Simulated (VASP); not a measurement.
OSZICAR of a VASP run on PtSe2 (space group P-3m1):

**OSZICAR**
```
       N       E                     dE             d eps       ncg     rms          rms(c)
DAV:   1     0.802055929551E+02    0.80206E+02   -0.74220E+03  1264   0.804E+02
DAV:   2    -0.118930014798E+02   -0.92099E+02   -0.89555E+02  1593   0.190E+02
DAV:   3    -0.149202587919E+02   -0.30273E+01   -0.30201E+01  1396   0.377E+01
DAV:   4    -0.149444347326E+02   -0.24176E-01   -0.24171E-01  1571   0.357E+00
DAV:   5    -0.149447456707E+02   -0.31094E-03   -0.31093E-03  1431   0.386E-01    0.147E+01
DAV:   6    -0.142678759565E+02    0.67687E+00   -0.46468E+00  1214   0.223E+01    0.803E+00
DAV:   7    -0.141285184513E+02    0.13936E+00   -0.85580E-01  1214   0.987E+00    0.417E+00
DAV:   8    -0.141072132079E+02    0.21305E-01   -0.49167E-02  1410   0.186E+00    0.776E-01
DAV:   9    -0.141045517191E+02    0.26615E-02   -0.10747E-02  1417   0.113E+00    0.154E-01
DAV:  10    -0.141048220570E+02   -0.27034E-03   -0.12728E-03  1501   0.285E-01    0.563E-02
DAV:  11    -0.141048324281E+02   -0.10371E-04   -0.50691E-05  1564   0.698E-02    0.268E-02
DAV:  12    -0.141048364550E+02   -0.40269E-05   -0.17518E-05  1410   0.338E-02    0.308E-03
DAV:  13    -0.141048370085E+02   -0.55347E-06   -0.15723E-06  1188   0.103E-02
   1 F= -.14104837E+02 E0= -.14104837E+02  d E =-.288800E-11
```

Task: Which electronic solver shows in the log?

Result: It is blocked Davidson (ALGO = Normal, or the opening steps of other solvers). The INCAR had ALGO = Normal.

Task: Can the final energy be trusted as converged?

Result: The run converged. It stopped with EDIFF = 1E-6, NELM = 100 (PBE GGA, plane waves, VASP's PBE PAW potentials (set 64)).

The structure comes from a computed database's PtSe2 entry; how it stands against other phases isn't given here. The cell was not relaxed at this level.
